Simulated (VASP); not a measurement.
A VASP calculation is set up with these files.

**KPOINTS**
```
Automatic mesh
0
Gamma
2 2 2
0 0 0
```

POSCAR:
```
Ca
1
    0.0000000000     2.8458000000     2.8458000000
    2.8458000000     0.0000000000     2.8458000000
    2.8458000000     2.8458000000     0.0000000000
Ca
1
Direct
  0.0000000000   0.0000000000   0.0000000000
```

INCAR:
```
SYSTEM = Ca
PREC = Accurate
ENCUT = 400
EDIFF = 1E-6
NELM = 100
ALGO = Normal
LREAL = .FALSE.
LASPH = .TRUE.
ISMEAR = 0
SIGMA = 0.001
GGA = PE
LWAVE = .FALSE.
LCHARG = .FALSE.
ISIF = 2
```

POTCAR, in this order: Ca_sv (PBE.64 set). Program: vasp_std.

The resulting files:

### standard output
```
 POSCAR found type information on POSCAR Ca
 POSCAR found :  1 types and       1 ions
 Reading from existing POTCAR
 Reading from existing POTCAR
 LDA part: xc-table for (Slater+PW92), standard interpolation
 POSCAR, INCAR and KPOINTS ok, starting setup
 WAVECAR not read
 entering main loop
       N       E                     dE             d eps       ncg     rms          rms(c)
DAV:   1     0.541683554057E+02    0.54168E+02   -0.43542E+03    54   0.824E+02
DAV:   2    -0.271604221261E+00   -0.54440E+02   -0.54388E+02    55   0.197E+02
DAV:   3    -0.150339442856E+01   -0.12318E+01   -0.12259E+01    82   0.301E+01
DAV:   4    -0.153472488927E+01   -0.31330E-01   -0.31330E-01    90   0.483E+00
DAV:   5    -0.153534691716E+01   -0.62203E-03   -0.62187E-03    74   0.355E-01    0.209E+00
DAV:   6    -0.149023242237E+01    0.45114E-01   -0.86233E-02    54   0.263E+00    0.130E+00
DAV:   7    -0.148379513112E+01    0.64373E-02   -0.51891E-02    54   0.220E+00    0.332E-01
DAV:   8    -0.148349192761E+01    0.30320E-03   -0.40432E-03    74   0.791E-01    0.202E-02
DAV:   9    -0.148351300135E+01   -0.21074E-04   -0.11860E-04    81   0.955E-02    0.103E-02
DAV:  10    -0.148351645601E+01   -0.34547E-05   -0.21047E-05    73   0.472E-02    0.886E-04
DAV:  11    -0.148351585256E+01    0.60345E-06   -0.45647E-07    40   0.738E-03
   1 F= -.14835159E+01 E0= -.14835159E+01  d E =0.000000E+00
```

File OUTCAR:
```
------------------------ aborting loop because EDIFF is reached ----------------------------------------
  FORCE on cell =-STRESS in cart. coord.  units (eV):
  Direction    XX          YY          ZZ          XY          YZ          ZX
  --------------------------------------------------------------------------------------
  Total       -1.0947534     -1.0947534     -1.0947534      0.0000000      0.0000000     -0.0000000
  in kB      -38.0525504    -38.0525504    -38.0525504      0.0000000      0.0000000     -0.0000000
  external PRESSURE =     -38.0525504 kB  Pullay stress =       0.0000000 kB
  volume of cell :       46.09
      direct lattice vectors                 reciprocal lattice vectors
     0.000000000  2.845800000  2.845800000    -0.175697519  0.175697519  0.175697519
     2.845800000  0.000000000  2.845800000     0.175697519 -0.175697519  0.175697519
     2.845800000  2.845800000  0.000000000     0.175697519  0.175697519 -0.175697519
 POSITION                                       TOTAL-FORCE (eV/Angst)
 -----------------------------------------------------------------------------------
      0.00000      0.00000      0.00000         0.000000      0.000000     -0.000000
 -----------------------------------------------------------------------------------
    total drift:                               -0.000000     -0.000000     -0.000000
  FREE ENERGIE OF THE ION-ELECTRON SYSTEM (eV)
  ---------------------------------------------------
  free  energy   TOTEN  =        -1.4835158526 eV

  energy  without entropy=       -1.4835158526  energy(sigma->0) =       -1.48351585
```
(Selected blocks of OUTCAR.)

### Question
Read input and log: which fault does this run have?
(A) LSORBIT needs the non-collinear program vasp_ncl
(B) EDIFFG is positive, so the stop tests the energy change and not the forces
(C) LDA potentials were taken and GGA is not set, so the run is LDA and not PBE
(D) a metal was run with a tiny SIGMA on a coarse mesh

### Answer
D, a metal was run with a tiny SIGMA on a coarse mesh. The run ends without an error. Against the sound run, the energy per atom (σ→0) increases by 0.428 eV/atom; the pressure falls by 2.45 GPa.

To mend it, set ISMEAR = 1, set SIGMA = 0.1, correct KPOINTS.
File KPOINTS:
```
Automatic mesh
0
Gamma
8 8 8
0 0 0
```
The mended run (PBE GGA, plane waves, VASP's PBE PAW potentials (set 64)) converges, and its OSZICAR ends with
```
   1 F= -.19122393E+01 E0= -.19116368E+01  d E =-.180770E-02
```

The compound is Ca in the fcc structure. The cell was not relaxed at this level.
